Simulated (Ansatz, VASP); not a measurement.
# Cross-check of HfCdS3 between VASP and Ansatz

Aim: how closely do two programs agree when they are given the same cell, functional and k mesh? The cell is generated by rule, not measured, and may not be a known phase. The cell is taken from a series of runs on this material, whose earlier steps may have relaxed, scaled, displaced or heated it; both programs get it as it stands.

Program: Ansatz 0.2.0. Level of theory: plane waves, with VASP 6.6.1 beside it; relaxation of cell and atoms at PBEsol. Results are calculated unless marked as measured.

The structure was built from a prototype and need not be the compound's stable phase.

## Step 1: The starting structure

Symmetry: Pm-3m, No. 221, cubic system. Conventional cell: a = 4.884 Å, b = 4.884 Å, c = 4.884 Å, α = 90.00°, β = 90.00°, γ = 90.00°. Cd has 12 S at 3.45 Å nearest. Nearest to Hf lie 6 S at 2.44 Å. Nearest to S lie 2 Hf at 2.44 Å. Farther neighbours and most contacts between anions are not listed.

Structure file:

```cif
data_structure
_symmetry_space_group_name_H-M 'Pm-3m'
_symmetry_Int_Tables_number 221
_cell_length_a 4.8841
_cell_length_b 4.8841
_cell_length_c 4.8841
_cell_angle_alpha 90.000
_cell_angle_beta 90.000
_cell_angle_gamma 90.000
_cell_volume 116.51
loop_
_atom_site_label
_atom_site_type_symbol
_atom_site_symmetry_multiplicity
_atom_site_Wyckoff_symbol
_atom_site_fract_x
_atom_site_fract_y
_atom_site_fract_z
_atom_site_occupancy
Cd1 Cd 1 a 0.00000 0.00000 0.00000 1
Hf1 Hf 1 b 0.50000 0.50000 0.50000 1
S1 S 3 c 0.50000 0.50000 0.00000 1
```

## Step 2: VASP: relaxation of cell and atoms, PBEsol

The relaxed volume is the usual yardstick between codes: in a stiff, nearly cubic crystal its relative difference is about their pressure difference at one cell divided by the bulk modulus.

Lines of VASP's logs that name or quote its potential files are left out, and so is its time.

The input, INCAR:

```
SYSTEM = HfCdS3
PREC = Accurate
ENCUT = 500
EDIFF = 1E-07
NELM = 120
ISMEAR = 1
SIGMA = 0.2
LREAL = .FALSE.
ALGO = Normal
GGA = PS
NBANDS = 26
LASPH = .TRUE.
LORBIT = 11
LWAVE = .FALSE.
LCHARG = .FALSE.
ISIF = 3
IBRION = 2
NSW = 80
EDIFFG = -0.005
GGA_COMPAT = .FALSE.
NELMIN = 4
KPAR = 2
```

The input, POSCAR:

```
HfCdS3
1.0
    4.8841000000      0.0000000000      0.0000000000
    0.0000000000      4.8841000000      0.0000000000
    0.0000000000      0.0000000000      4.8841000000
Cd Hf S
1 1 3
Direct
    0.0000000000      0.0000000000      0.0000000000
    0.5000000000      0.5000000000      0.5000000000
    0.5000000000      0.5000000000      0.0000000000
    0.5000000000      0.0000000000      0.5000000000
    0.0000000000      0.5000000000      0.5000000000
```

The input, KPOINTS:

```
Automatic mesh
0
Gamma
8 8 8
0 0 0
```

Potentials, in the order of the species: Cd, Hf_pv and S (PBE family, release 64).

Started as:

```bash
mpirun -np 2 vasp_std
```

Numbers of over 12 decimals in the logs are rounded to 6 here.

The program printed:

```text
[banner, memory and clock lines left out]
running    2 mpi-ranks, on    1 nodes
 distrk:  each k-point on    1 cores,    2 groups
 distr:  one band on    1 cores,    1 groups

 POSCAR found type information on POSCAR CdHfS
 POSCAR found :  3 types and       5 ions
|                                                                             |
|               ----> ADVICE to this user running VASP <----                  |
|                                                                             |
|     You enforced a specific xc type in the INCAR file but a different       |
|     [... a line on the potential file left out ...]
|     I HOPE YOU KNOW WHAT YOU ARE DOING!                                     |
|                                                                             |

 LDA part: xc-table for (Slater+PW92), standard interpolation
 POSCAR, INCAR and KPOINTS ok, starting setup
 FFT: planning ... GRIDC
 FFT: planning ... GRID_SOFT
 FFT: planning ... GRID
 WAVECAR not read
 entering main loop
       N       E                     dE             d eps       ncg     rms          rms(c)
DAV:   1     0.237677961451E+03    0.23768E+03   -0.19672E+04  1844   0.136E+03
DAV:   2    -0.140308324913E+02   -0.25171E+03   -0.24516E+03  2202   0.318E+02
DAV:   3    -0.306983610249E+02   -0.16668E+02   -0.16496E+02  2212   0.734E+01
DAV:   4    -0.309518956630E+02   -0.25353E+00   -0.25300E+00  2286   0.973E+00
DAV:   5    -0.309560967924E+02   -0.42011E-02   -0.41993E-02  2282   0.127E+00    0.587E+01
DAV:   6    -0.279964356960E+02    0.29597E+01   -0.96683E+00  2082   0.177E+01    0.411E+01
DAV:   7    -0.278699566183E+02    0.12648E+00   -0.10866E+00  2244   0.641E+00    0.716E+00
DAV:   8    -0.278579955480E+02    0.11961E-01   -0.13903E-01  2124   0.180E+00    0.146E+00
DAV:   9    -0.278568559498E+02    0.11396E-02   -0.38132E-02  2180   0.111E+00    0.638E-01
DAV:  10    -0.278544705896E+02    0.23854E-02   -0.91688E-03  2066   0.466E-01    0.135E-01
DAV:  11    -0.278545004842E+02   -0.29895E-04   -0.43052E-04  2084   0.128E-01    0.104E-01
DAV:  12    -0.278544861649E+02    0.14319E-04   -0.57412E-05  2168   0.339E-02    0.240E-02
DAV:  13    -0.278544861315E+02    0.33430E-07   -0.54406E-06  2190   0.145E-02    0.109E-02
DAV:  14    -0.278544861878E+02   -0.56261E-07   -0.14422E-07  1594   0.256E-03
   1 F= -.27854486E+02 E0= -.27851173E+02  d E =-.278545E+02
 curvature:   0.00 expect dE= 0.000E+00 dE for cont linesearch  0.000E+00
 trial: gam= 0.00000 g(F)=  0.000E+00 g(S)=  0.901E-03 ort = 0.000E+00 (trialstep = 0.100E+01)
 search vector abs. value=  0.901E-03
 bond charge predicted
       N       E                     dE             d eps       ncg     rms          rms(c)
DAV:   1    -0.278608356820E+02   -0.63496E-02   -0.15055E-01  1908   0.280E+00    0.110E+00
DAV:   2    -0.278555346456E+02    0.53010E-02   -0.14300E-02  1894   0.871E-01    0.237E-01
DAV:   3    -0.278547232890E+02    0.81136E-03   -0.19851E-03  1920   0.288E-01    0.154E-01
DAV:   4    -0.278546415393E+02    0.81750E-04   -0.16720E-04  2222   0.768E-02    0.131E-01
DAV:   5    -0.278546300630E+02    0.11476E-04   -0.24847E-05  2054   0.314E-02    0.224E-02
DAV:   6    -0.278546311423E+02   -0.10792E-05   -0.47453E-06  2124   0.163E-02    0.719E-03
DAV:   7    -0.278546310773E+02    0.64939E-07   -0.37275E-07  2318   0.371E-03
   2 F= -.27854631E+02 E0= -.27851322E+02  d E =-.144890E-03
 trial-energy change:   -0.000145  1 .order   -0.000144   -0.000901    0.000614
 step:   0.5948(harm=  0.5948)  dis= 0.00000  next Energy=   -27.854754 (dE=-0.268E-03)
 bond charge predicted
       N       E                     dE             d eps       ncg     rms          rms(c)
DAV:   1    -0.278557777231E+02   -0.11466E-02   -0.24759E-02  1904   0.114E+00    0.447E-01
DAV:   2    -0.278549174573E+02    0.86027E-03   -0.23230E-03  1888   0.352E-01    0.967E-02
DAV:   3    -0.278547814370E+02    0.13602E-03   -0.32455E-04  1914   0.117E-01    0.632E-02
DAV:   4    -0.278547640989E+02    0.17338E-04   -0.28305E-05  2222   0.316E-02    0.530E-02
DAV:   5    -0.278547578383E+02    0.62607E-05   -0.41300E-06  2052   0.129E-02    0.861E-03
DAV:   6    -0.278547568397E+02    0.99851E-06   -0.73220E-07  2120   0.624E-03    0.266E-03
DAV:   7    -0.278547568541E+02   -0.14366E-07   -0.50058E-08  1150   0.145E-03
   3 F= -.27854757E+02 E0= -.27851445E+02  d E =-.270666E-03
 curvature:  -0.30 expect dE=-0.143E-07 dE for cont linesearch -0.143E-07
 trial: gam= 0.00000 g(F)=  0.269E-64 g(S)=  0.479E-07 ort =-0.657E-05 (trialstep = 0.919E+00)
 search vector abs. value=  0.480E-07
 reached required accuracy - stopping structural energy minimisation
```

OUTCAR, selected parts (step 2):

```text
ion  position               nearest neighbor table
   1  0.000  0.000  0.000-
   2  0.500  0.500  0.500-   3 2.44   4 2.44   5 2.44   3 2.44   4 2.44   5 2.44
   3  0.500  0.500  0.000-   2 2.44   2 2.44
   4  0.500  0.000  0.500-   2 2.44   2 2.44
   5  0.000  0.500  0.500-   2 2.44   2 2.44

  LATTYP: Found a simple cubic cell.
 ALAT       =     4.8841000000

 Subroutine GETGRP returns: Found 48 space group operations
 (whereof 48 operations were pure point group operations)

The static configuration has the point symmetry O_h .

 Found     35 irreducible k-points:

   k-points           NKPTS =     35   k-points in BZ     NKDIM =     35   number of bands    NBANDS=     26

   dimension x,y,z NGX =    36 NGY =   36 NGZ =   36
   dimension x,y,z NGXF=    72 NGYF=   72 NGZF=   72

   ENCUT  =  500.0 eV  36.75 Ry    6.06 a.u.   8.90  8.90  8.90*2*pi/ulx,y,z

   NELECT =      40.0000    total number of electrons

 k-points in reciprocal lattice and weights: Automatic mesh
   0.00000000  0.00000000  0.00000000       0.002
   0.12500000  0.00000000  0.00000000       0.012
   0.25000000  0.00000000  0.00000000       0.012
   0.37500000  0.00000000  0.00000000       0.012
   0.50000000  0.00000000  0.00000000       0.006
   0.12500000  0.12500000  0.00000000       0.023
   0.25000000  0.12500000  0.00000000       0.047
   0.37500000  0.12500000  0.00000000       0.047
   0.50000000  0.12500000  0.00000000       0.023
[...]
0.50000000  0.50000000  0.37500000       0.012
   0.50000000  0.50000000  0.50000000       0.002

 average (electrostatic) potential at core
       1 -38.5956       2 -39.1370       3 -88.0172       4 -88.0172       5 -88.0172

 E-fermi :   2.7651

 k-point     1 :       0.0000    0.0000    0.0000
  band No.  band energies     occupation
    ...
     17       1.7153      2.00000
     18       1.7153      2.00000
     19       2.3217      2.00745
     20       2.3217      2.00745
     21       2.3217      2.00745
     22       3.7177     -0.00000
     23       3.7177     -0.00000
     24       3.7177     -0.00000
     25       6.5358     -0.00000
     26       6.5358     -0.00000

 k-point     2 :       0.1250    0.0000    0.0000
  band No.  band energies     occupation
    ...
     17       1.4858      2.00000
     18       1.6591      2.00000
     19       2.2120      2.00065
     20       2.2120      2.00065
     21       2.2581      2.00197
     22       3.7263     -0.00000
     23       4.2128     -0.00000
     24       4.2128     -0.00000
     25       6.5443     -0.00000
     26       6.8979      0.00000

 k-point     3 :       0.2500    0.0000    0.0000
  band No.  band energies     occupation
    ...
     16       0.9696      2.00000
     17       0.9696      2.00000
     18       1.5311      2.00000
     19       2.1899      2.00037
     20       2.1899      2.00037
     21       2.8493      0.35303
     22       3.7472     -0.00000
     23       5.1631     -0.00000
     24       5.1631     -0.00000
     25       6.5612     -0.00000
    ...

  Total        0.0012870      0.0012870      0.0012870      0.0000000      0.0000000      0.0000000
  in kB        0.0177517      0.0177517      0.0177517      0.0000000      0.0000000      0.0000000
  external PRESSURE =       0.0177517 kB  Pullay stress =       0.0000000 kB

  energy-cutoff  :      500.00
  volume of cell :      116.15
      direct lattice vectors                 reciprocal lattice vectors
     4.879155162 -0.000000000  0.000000000     0.204953515  0.000000000 -0.000000000
    -0.000000000  4.879155162 -0.000000000     0.000000000  0.204953515  0.000000000
     0.000000000 -0.000000000  4.879155162    -0.000000000  0.000000000  0.204953515

 POSITION                                       TOTAL-FORCE (eV/Angst)
 -----------------------------------------------------------------------------------
      0.00000      0.00000      0.00000         0.000000      0.000000      0.000000
      2.43958      2.43958      2.43958        -0.000000     -0.000000      0.000000
      2.43958      2.43958     -0.00000         0.000000      0.000000      0.000000
      2.43958     -0.00000      2.43958         0.000000      0.000000      0.000000
     -0.00000      2.43958      2.43958        -0.000000      0.000000      0.000000
 -----------------------------------------------------------------------------------
    total drift:                                0.000000      0.000000      0.000000

  FREE ENERGIE OF THE ION-ELECTRON SYSTEM (eV)
  ---------------------------------------------------
  free  energy   TOTEN  =       -27.8547568541 eV

  energy  without entropy=      -27.8448211918  energy(sigma->0) =      -27.85144497

 reached required accuracy - stopping structural energy minimisation

 total charge
# of ion       s       p       d       tot
------------------------------------------
    1        0.417   0.076   9.571  10.064
    2        0.330   6.606   1.595   8.532
    3        1.342   2.385   0.000   3.726
    4        1.342   2.385   0.000   3.726
    5        1.342   2.385   0.000   3.726
--------------------------------------------------
tot          4.773  13.835  11.166  29.775

[... 3 further parts left out ...]
```

Harder data sets than Hf_pv exist (the GW ones), and pressures, volumes and forces can shift noticeably with them. The run keeps the 48 symmetry operations of its start, so it cannot find a distortion of lower symmetry.

[end of part 1 of 2]

[Lines on the potential files, build, host, timing and source positions are cut from VASP's logs without a mark.]

[Logs are printed without paths, hosts, clocks, repeated set-up lines and the standing remarks that a program may print on its own settings, such as how far it seeks lower states.]

[Hosts, paths, dates, database ids (printed as entryN), source tags and the programs' standing remarks are cut or masked in the printed files.]
